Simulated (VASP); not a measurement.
An input for Ansatz (written as the equivalent of a VASP run, and not itself run):

Ansatz 0.2 input:
```yaml
crystal:
  lattice:
    - [0.0000000, 2.8918627, 2.8918627]
    - [2.8918627, 0.0000000, 2.8918627]
    - [2.8918627, 2.8918627, 0.0000000]
  atoms:
    - { symbol: Ni, position: [0.5000000, 0.5000000, 0.5000000] }
    - { symbol: Ni, position: [0.2500000, 0.2500000, 0.2500000] }
    - { symbol: Ni, position: [0.7500000, 0.7500000, 0.7500000] }
    - { symbol: Sn, position: [0.0000000, 0.0000000, 0.0000000] }
kpoints:
  mp_grid: { grid: [10, 10, 10] }
hamiltonian:
  xc: lda
  pseudopotentials: { kind: paw }
scf:
  occupations: { method: tetrahedron }
  max_iter: 100
output: { forces: true, stress: true, eigenvalues: true }
```

Translate this input to VASP (INCAR, KPOINTS, POSCAR, choice of POTCAR).

This is not unique; one that fits is 
**INCAR**
```
SYSTEM = Ni3Sn
PREC = Accurate; ENCUT = 400; LREAL = .False.
LASPH = .True.
EDIFF = 1E-7; NELM = 100; ALGO = Normal
LMAXMIX = 4
ISMEAR = -5
ISIF = 2
LWAVE = .False.; LCHARG = .True.; LORBIT = 11
NEDOS = 601
LEFG = .True.
```

**POSCAR**
```
Ni3Sn
4.0897120
  0.0000000000   0.7071066979   0.7071066979
  0.7071066979   0.0000000000   0.7071066979
  0.7071066979   0.7071066979   0.0000000000
Ni Sn
3 1
Cart
  0.7071066979   0.7071066979   0.7071066979
  0.3535533489   0.3535533489   0.3535533489
  1.0606600468   1.0606600468   1.0606600468
  0.0000000000   0.0000000000   0.0000000000
```

### KPOINTS
```
Regular mesh
0
gamma
 10 10 10
```

POTCAR, in this order: Ni Sn_d (LDA.64 set). Program: vasp_std.

The two are equivalent in intent, not identical: each code has its own PAW files, so the cut-off isn't converted (ENCUT is set for VASP's; basis.ecutwfc is left out, and Ansatz then takes the one that its files recommend); Ansatz stops its SCF on the density residual and VASP on the energy change (EDIFF); Ansatz's lda is the Perdew-Wang form, while the LDA potentials of VASP carry Perdew-Zunger's; the field gradients of LEFG aren't asked of the other code.

The structure comes from a measured Ni3Sn entry (Fm-3m) of the Crystallography Open Database, whose conditions weren't checked. It was relaxed first, which changed the volume by -10 %.
